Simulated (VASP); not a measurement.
# The (1 1 0) face of LiMg: relaxation and electronic structure, part 3 of 3

Wanted: how the (1 1 0) face of LiMg relaxes, and what it costs to take an electron out. The start is a computed cell from the Materials Project.

VASP 6.6.1, plane waves and PAW; the level of theory is named at each step.

So far. Step 2 (The bulk reference): Energy at zero smearing: -3.94702 eV. Step 3 (Relaxing the slab): The run ended after 18 ionic steps, 0.073 eV below its first step, once the forces on the free atoms met EDIFFG = -0.03.

## (4) Potential and states of the slab

Level of this step: LDA; plane waves and PAW (Li_sv, Mg_pv) (VASP).

A static run writes the electrostatic potential without exchange and correlation (LVHAR), which is flat in the vacuum and gives the level to count from. The dipole correction cancels the field that unlike faces would set up across the vacuum.

Input file INCAR:

```
SYSTEM = LiMg
PREC = Normal
ENCUT = 500
EDIFF = 1E-06
NELM = 120
ISMEAR = 1
SIGMA = 0.1
LREAL = .FALSE.
ALGO = Fast
GGA = CA
NBANDS = 51
LORBIT = 11
LWAVE = .FALSE.
LCHARG = .TRUE.
IDIPOL = 3
LDIPOL = .TRUE.
DIPOL = 0.5 0.5 0.494
LVHAR = .TRUE.
LVACPOTAV = .TRUE.
LELF = .TRUE.
NEDOS = 1500
```

Input file POSCAR:

```
LiMg
1.0
    3.5526100000      0.0000000000      0.0000000000
    0.0000000000      4.7774750432      0.0000000000
    0.0000000000      0.0000000000     24.5549500864
Li Mg
5 5
Direct
    0.0000000000      0.5000000000      0.3054374000
    0.0000000000      0.0000000000      0.4027187000
    0.0000000000      0.5000000000      0.4962404550
    0.0000000000      0.0000000000      0.5848217969
    0.0000000000      0.5000000000      0.6871431905
    0.5000000000      0.0000000000      0.3054374000
    0.5000000000      0.5000000000      0.4027187000
    0.5000000000      0.0000000000      0.4946856337
    0.5000000000      0.5000000000      0.5910676949
    0.5000000000      0.0000000000      0.6746507325
```

Input file KPOINTS:

```
Automatic mesh
0
Gamma
8 6 1
0 0 0
```

Potentials, in the order of the species: Li_sv and Mg_pv (LDA family, release 64).

On the command line:

```bash
$ mpirun -np 2 vasp_std
```

Output:

```text
[banner, memory and clock lines left out]
running    2 mpi-ranks, on    1 nodes
 distrk:  each k-point on    2 cores,    1 groups
 distr:  one band on    1 cores,    2 groups

 POSCAR found type information on POSCAR LiMg
 POSCAR found :  2 types and      10 ions
 LDA part: xc-table for (Slater(with rela. corr.)+CA(PZ))
 , standard interpolation
|                                                                             |
|           W    W    AA    RRRRR   N    N  II  N    N   GGGG   !!!           |
|           W    W   A  A   R    R  NN   N  II  NN   N  G    G  !!!           |
|           W    W  A    A  R    R  N N  N  II  N N  N  G       !!!           |
|           W WW W  AAAAAA  RRRRR   N  N N  II  N  N N  G  GGG   !            |
|           WW  WW  A    A  R   R   N   NN  II  N   NN  G    G                |
|           W    W  A    A  R    R  N    N  II  N    N   GGGG   !!!           |
|                                                                             |
|     The number of bands has been changed from the values supplied in        |
|     The orbitals not found in the WAVECAR file will be initialized with     |
|     random numbers, which is usually adequate. For correlated               |
|     calculations, however, you should redo the groundstate calculation.     |
|     I found NBANDS = 51. Now, NBANDS = 52.                                  |
|                                                                             |

 POSCAR, INCAR and KPOINTS ok, starting setup
 FFT: planning ... GRIDC
 FFT: planning ... GRID_SOFT
 FFT: planning ... GRID
 WAVECAR not read
 entering main loop
       N       E                     dE             d eps       ncg     rms          rms(c)
DAV:   1     0.339135962274E+03    0.33914E+03   -0.32201E+04  2672   0.897E+02
DAV:   2     0.141824490496E+02   -0.32495E+03   -0.31561E+03  2324   0.289E+02
DAV:   3    -0.102232299350E+02   -0.24406E+02   -0.24085E+02  2980   0.696E+01
DAV:   4    -0.189665796380E+02   -0.87433E+01   -0.84810E+01  4064   0.232E+01
DAV:   5    -0.197592688478E+02   -0.79269E+00   -0.79236E+00  2800   0.815E+00    0.301E+00
RMM:   6    -0.186557086569E+02    0.11036E+01   -0.43644E-01  2913   0.294E+00    0.188E+00
RMM:   7    -0.188842336253E+02   -0.22852E+00   -0.21937E-01  3175   0.187E+00    0.183E+00
RMM:   8    -0.184139940796E+02    0.47024E+00   -0.67332E-02  3221   0.834E-01    0.103E+00
RMM:   9    -0.182696615255E+02    0.14433E+00   -0.56578E-02  3061   0.784E-01    0.312E-01
RMM:  10    -0.182612445195E+02    0.84170E-02   -0.21614E-02  3213   0.562E-01    0.117E-01
RMM:  11    -0.182611915825E+02    0.52937E-04   -0.57847E-03  3379   0.255E-01    0.563E-02
RMM:  12    -0.182617429748E+02   -0.55139E-03   -0.18929E-03  3427   0.135E-01    0.332E-02
RMM:  13    -0.182622305316E+02   -0.48756E-03   -0.94320E-04  3489   0.792E-02    0.213E-02
RMM:  14    -0.182627121014E+02   -0.48157E-03   -0.48836E-04  3684   0.507E-02    0.975E-03
RMM:  15    -0.182628629983E+02   -0.15090E-03   -0.23301E-04  3374   0.330E-02    0.641E-03
RMM:  16    -0.182630710850E+02   -0.20809E-03   -0.12715E-04  3034   0.230E-02    0.368E-03
WARNING in EDDRMM: call to ZHEGV failed, returncode =   8  4     15
RMM:  17    -0.182631916610E+02   -0.12058E-03   -0.60507E-05  2919   0.170E-02    0.220E-03
RMM:  18    -0.182632766828E+02   -0.85022E-04   -0.31809E-05  2859   0.114E-02    0.156E-03
RMM:  19    -0.182633266631E+02   -0.49980E-04   -0.18006E-05  2844   0.835E-03    0.101E-03
RMM:  20    -0.182633428211E+02   -0.16158E-04   -0.10562E-05  2797   0.647E-03    0.586E-04
RMM:  21    -0.182633460381E+02   -0.32171E-05   -0.61105E-06  2693   0.476E-03    0.362E-04
RMM:  22    -0.182633467239E+02   -0.68577E-06   -0.36205E-06  2588   0.377E-03
|                                                                             |
|           W    W    AA    RRRRR   N    N  II  N    N   GGGG   !!!           |
|           W    W   A  A   R    R  NN   N  II  NN   N  G    G  !!!           |
|           W    W  A    A  R    R  N N  N  II  N N  N  G       !!!           |
|           W WW W  AAAAAA  RRRRR   N  N N  II  N  N N  G  GGG   !            |
|           WW  WW  A    A  R   R   N   NN  II  N   NN  G    G                |
|           W    W  A    A  R    R  N    N  II  N    N   GGGG   !!!           |
|                                                                             |
|     Did not find any points to average over, which means that no vacuum     |
|     field-free region was found. Please increase the size of  your cell     |
|     in the dimension of the dipole correction to obtain accurate            |
|     workfunction values.                                                    |
|                                                                             |

   1 F= -.18263347E+02 E0= -.18265177E+02  d E =0.549193E-02
```

Run time: 4.9 min. Hardware: 2 MPI ranks of Intel Xeon Platinum 8375C at 2.90GHz (Ice Lake), shared host; peak memory 0.55 GiB.

From OUTCAR (step 4):

```text
 Subroutine GETGRP returns: Found  4 space group operations
 (whereof  4 operations were pure point group operations)

The static configuration has the point symmetry C_2v.

 Found     20 irreducible k-points:

   k-points           NKPTS =     20   k-points in BZ     NKDIM =     20   number of bands    NBANDS=     52

   NELECT =      55.0000    total number of electrons

 dipolmoment           0.000000      0.000000     -0.012998 electrons x Angstroem

 E-fermi :  -1.0550

 k-point     1 :       0.0000    0.0000    0.0000
  band No.  band energies     occupation
    ...
     23      -5.0422      2.00000
     24      -3.6939      2.00000
     25      -2.1892      2.00000
     26      -1.4674      2.00000
     27      -1.1148      1.83819
     28      -0.8474     -0.01243
     29       0.1316     -0.00000
     30       0.2925     -0.00000
     31       0.9402     -0.00000
     32       1.4834      0.00000
    ...

 k-point     2 :       0.1250    0.0000    0.0000
  band No.  band energies     occupation
    ...
     22      -5.8381      2.00000
     23      -4.8772      2.00000
     24      -3.5277      2.00000
     25      -2.0161      2.00000
     26      -1.2930      2.00389
     27      -0.9385     -0.06973
     28      -0.6732     -0.00000
     29       0.3058     -0.00000
     30       0.4177     -0.00000
     31       0.9597      0.00000
    ...

  Total       -2.0815902     -1.3333887     -0.9306163      0.0000000      0.0000000      0.0000000
  in kB       -8.0024100     -5.1260441     -3.5776366      0.0000000      0.0000000      0.0000000
  external PRESSURE =      -5.5686969 kB  Pullay stress =       0.0000000 kB

 POSITION                                       TOTAL-FORCE (eV/Angst)
 -----------------------------------------------------------------------------------
      0.00000      2.38874      7.50000         0.000000      0.000000      0.015266
      0.00000      0.00000      9.88874         0.000000      0.000000     -0.102998
      0.00000      2.38874     12.18516         0.000000      0.000000      0.012713
      0.00000      0.00000     14.36027         0.000000      0.000000      0.026207
      0.00000      2.38874     16.87277         0.000000      0.000000     -0.024907
      1.77631      0.00000      7.50000         0.000000      0.000000      0.269549
      1.77631      2.38874      9.88874         0.000000      0.000000     -0.166050
      1.77631      0.00000     12.14698         0.000000      0.000000     -0.028339
      1.77631      2.38874     14.51364         0.000000      0.000000     -0.010706
      1.77631      0.00000     16.56602         0.000000      0.000000      0.009265
 -----------------------------------------------------------------------------------
    total drift:                               -0.000000      0.000000      0.014771

  FREE ENERGIE OF THE ION-ELECTRON SYSTEM (eV)
  ---------------------------------------------------
  free  energy   TOTEN  =       -18.2633467239 eV

  energy  without entropy=      -18.2688386567  energy(sigma->0) =      -18.26517737

 vacuum level on the upper side and lower side of the slab         2.563         2.702

[... 6 parts as in an earlier step ...]

[... 6 further parts left out ...]
```

This step gave:

| Quantity | Value |
| --- | --- |
| electronic cycles | 22 |
| Fermi energy | -1.055 eV |
| DOS at the Fermi level | 2.992 states/eV/cell |
| dipole moment | 0, 0, -0.01300 e·Å |
| vacuum levels | 2.563, 2.702 eV |
| work functions of the upper and lower face | 3.618, 3.757 eV |

The density of states has structure finer than the step of the table below, so its rows give means over 1 eV, whole bins alone (the curve runs from -12.0 to 7.99 eV). Peaks (eV: height): total 4.9: 10.8, 5.2: 9.35, 5.4: 9.94, 5.7: 10.7, 6.1: 13.2, 6.5: 9.22, 6.8: 11.6; Li p 4.9: 0.500, 5.5: 0.495, 5.8: 0.514, 6.1: 0.681, 6.8: 0.931, 7.2: 0.561, 7.8: 0.442; Mg s -4.7: 0.445, -4.1: 0.499, -3.4: 0.665, -2.9: 0.544, -2.4: 0.459, 1.5: 0.468, 4.9: 0.400.

Density of states against energy, zero at the Fermi level; means over each step; values in states/eV/cell:

```csv
energy (eV),total,Li p,Mg s
-7,0,0,0
-6,0.0129,8.8e-6,0.00171
-5,1.24,0.00652,0.158
-4,1.93,0.0244,0.237
-3,2.89,0.0598,0.355
-2,2.47,0.0561,0.231
-1,4.13,0.106,0.144
0,4.64,0.180,0.0881
1,3.50,0.141,0.116
2,4.22,0.147,0.180
3,6.66,0.283,0.174
4,5.93,0.250,0.166
5,7.65,0.347,0.242
6,8.11,0.399,0.184
7,7.02,0.449,0.129
```

Zero at the Fermi level. Planar average of the electrostatic potential against height:

height (Å), planar average of the electrostatic potential (eV) and a bar from the least value:
```
      0.0       3.74 ##############################
      0.5       3.76 ##############################
      1.0       3.76 ##############################
      1.5       3.76 ##############################
      2.0       3.76 ##############################
      2.5       3.76 ##############################
      3.0       3.76 ##############################
      3.5       3.76 ##############################
      4.0       3.75 ##############################
      4.5       3.71 ##############################
      5.0       3.62 ##############################
      5.5       3.35 #############################
      6.0       2.64 ##########################
      6.5       0.94 ####################
      7.0      -2.34 #########
      7.5      -5.13 
      8.0      -2.00 ###########
      8.5       0.88 ####################
      9.0       0.47 ###################
      9.5      -2.80 ########
     10.0      -4.66 ##
     10.5      -1.20 #############
     11.0       0.77 ####################
     11.5      -0.92 ##############
     12.0      -4.38 ###
     12.5      -3.34 ######
     13.0       0.11 ##################
     13.5       0.61 ###################
     14.0      -2.54 #########
     14.5      -4.59 ##
     15.0      -1.68 ############
     15.5       0.37 ###################
     16.0      -0.97 ##############
     16.5      -3.55 #####
     17.0      -4.34 ###
     17.5      -0.12 #################
     18.0       2.06 ########################
     18.5       3.03 ############################
     19.0       3.41 #############################
     19.5       3.55 #############################
     20.0       3.60 #############################
     20.5       3.62 ##############################
     21.0       3.62 ##############################
     21.5       3.63 ##############################
     22.0       3.63 ##############################
     22.5       3.63 ##############################
     23.0       3.63 ##############################
     23.5       3.63 ##############################
     24.0       3.63 ##############################
```

Density of states in the PAW spheres, an atom over height of the layer and energy from the Fermi level.

Ten even steps from '_' (0.000 states/eV) to '@' (0.105 states/eV), each cell a mean:
```
##**##++++%%@@==
**++##==--**##==
++++**::==##%%==
++++%%====##**--
++++**----####--
----##::::++==..
==--==::..++**..
==--++....++##..
++++##::::##@@..
==::**....==**..
====%%..::##%%..
----##....**++..
::----__..++==__
..--==....**--__
__..--____::..__
____..____..____
________________
________________
________________
________________
________________
________________
```
Columns: height of the layer (Å) from 7.5 to 16.9 (not evenly spaced); rows upwards: energy from the Fermi level (eV) from -7.9 to 0.5.

Force by atom:

```csv
atom,x (eV/Å),y (eV/Å),z (eV/Å),size
Li1,0.000,0.000,0.015,0.015
Li2,0.000,0.000,-0.103,0.103
Li3,0.000,0.000,0.013,0.013
Li4,0.000,0.000,0.026,0.026
Li5,0.000,0.000,-0.025,0.025
Mg6,0.000,0.000,0.270,0.270
Mg7,0.000,0.000,-0.166,0.166
Mg8,0.000,0.000,-0.028,0.028
Mg9,0.000,0.000,-0.011,0.011
Mg10,0.000,0.000,0.009,0.009
```

ELF in the ca plane at fractional y = 0.000, with atoms of Li and Mg within 0.2 Å of it. It is the smooth field of the valence electrons, not physical close to the nuclei.

Ten even steps from '0' (0.00 × 1e-1) to '9' (9.90 × 1e-1), each cell a mean:
```
00000000000002235677776520484025666630286014
00000000000201245653223431000144322342000024
00000000000121245411110243212441111134322342
00000000001002445202222134445630322115555530
00000000001000555203012034556631301215655530
00000000000022245302331134334530233125544431
00000000000401245531111342001342111143100233
00000000000011235676555520131035444541032024
00000000000002345677776510796025666630399114
```
Columns run along c (16.0 Å, from fractional 0.00 to 0.65 of the cell), rows up along a (3.6 Å). Atoms in or near the plane, at fractional coordinates: Li at (0.40, 0.00), Li at (0.58, 0.00), Mg at (0.31, 0.50), Mg at (0.49, 0.50).

Electrostatic potential energy in the ca plane at fractional y = 0.000, with atoms of Li and Mg within 0.2 Å of it. With pseudopotentials it is smooth inside the atoms' cores, unlike the true potential.

Ten even steps from '0' (-19 eV) to '9' (3 eV), each cell a mean:
```
99999999999999999999889986101688888887300478
99999999999999999987667887656788766787655788
99999999999999999863114788888886312478888886
99999999999999998740001589999873000158999874
99999999999999998730000479999873000158999974
99999999999999999751002688999875100268999875
99999999999999999875446788777887544678777787
99999999999999999988888886323688888887522678
99999999999999999999999985000589999986200378
```
Columns run along c (16.0 Å, from fractional 0.00 to 0.65 of the cell; values clipped at the 3rd and 97th percentile), rows up along a (3.6 Å). Atoms in or near the plane, at fractional coordinates: Li at (0.40, 0.00), Li at (0.58, 0.00), Mg at (0.31, 0.50), Mg at (0.49, 0.50).

Valence density in the ca plane at fractional y = 0.000, with atoms of Li and Mg within 0.2 Å of it. It is the smooth field of the valence electrons, not physical close to the nuclei.

Values in units of 1e0 e/Å³, 5 rows by 16 columns, each cell a mean:
```
0.0 0.0 0.0 0.0 0.0 0.0 0.0 0.1 0.1 0.8 0.9 0.1 0.1 0.1 1.6 0.1
0.0 0.0 0.0 0.0 0.0 0.0 0.1 2.1 0.2 0.1 0.1 0.4 2.0 0.1 0.1 0.1
0.0 0.0 0.0 0.0 0.0 0.0 0.1 8.5 0.8 0.1 0.1 1.6 7.7 0.1 0.1 0.1
0.0 0.0 0.0 0.0 0.0 0.0 0.1 0.7 0.1 0.1 0.1 0.2 0.6 0.1 0.1 0.1
0.0 0.0 0.0 0.0 0.0 0.0 0.0 0.1 0.1 1.7 1.7 0.1 0.1 0.1 3.3 0.1
```
Columns run along c (16.0 Å, from fractional 0.00 to 0.65 of the cell), rows up along a (3.6 Å). Atoms in or near the plane, at fractional coordinates: Li at (0.40, 0.00), Li at (0.58, 0.00), Mg at (0.31, 0.50), Mg at (0.49, 0.50).

The density of states holds every band computed, so its fall toward the upper end of the range is no gap.

The map of layer states is cut here 0.5 eV above the Fermi level, so it leaves out the states above that.

The vacuum level lies 3.62 eV above the Fermi level at the upper face; the two faces differ by 0.14 eV, the step that the slab's dipole of -0.013 e·Å makes.

The program found no field-free point at its default tolerance, but its printed level agrees with the flat part of the planar average.

On this mesh the fine structure of the density of states is sampling noise, and high empty states may be cut by the number of bands.

## (5) Putting the energies together

This step: slab, LDA; plane waves and PAW (VASP 6.6.1).

This step runs nothing: it gathers the runs above.

Numbers from this step:

| Property | Result |
| --- | --- |
| surface energy, as cut | 0.7281 J/m² |
| relaxation gain | 0.06854 J/m² |
| surface energy, relaxed | 0.6595 J/m² |

The surface energy as cut is the slab's energy at the first step, less 10 times the bulk energy an atom (-1.9735 eV), over twice the area of 16.97 Å².

## (6) Results

```
surface energy, relaxed   : 0.660 J/m²
surface energy, as cut    : 0.728 J/m²
work function of the slab : 3.62 eV
```

In words: The work function is 3.62 eV at the upper face and 3.76 eV at the lower, which was held as cut. The surface costs 0.66 J/m²; for a metal this figure can move by about 0.1 J/m² with the k mesh. Relaxing the upper layers lowers the surface energy from 0.73 to 0.66 J/m². The value as cut is the mean over both faces, and the gain of the relaxation is booked to the faces that were free. The atom that ends on top (Li) moved inwards by 0.18 Å. The cell in the plane was kept as given and was not relaxed here.

[Lines on the potential files, build, host, timing and source positions are cut from VASP's logs without a mark.]

[Logs are printed without paths, hosts, clocks, repeated set-up lines and the standing remarks that a program may print on its own settings, such as how far it seeks lower states.]

[Hosts, paths, dates, database ids (printed as entryN), source tags and the programs' standing remarks are cut or masked in the printed files.]

[In band tables of VASP the shares of atoms and orbitals are scaled to a sum of 1 inside the atoms' spheres.]

[Runs that stopped without an error message from VASP are left out.]

[VASP counts the dipole in electrons times Å, so a positive number points the physical dipole along −c.]
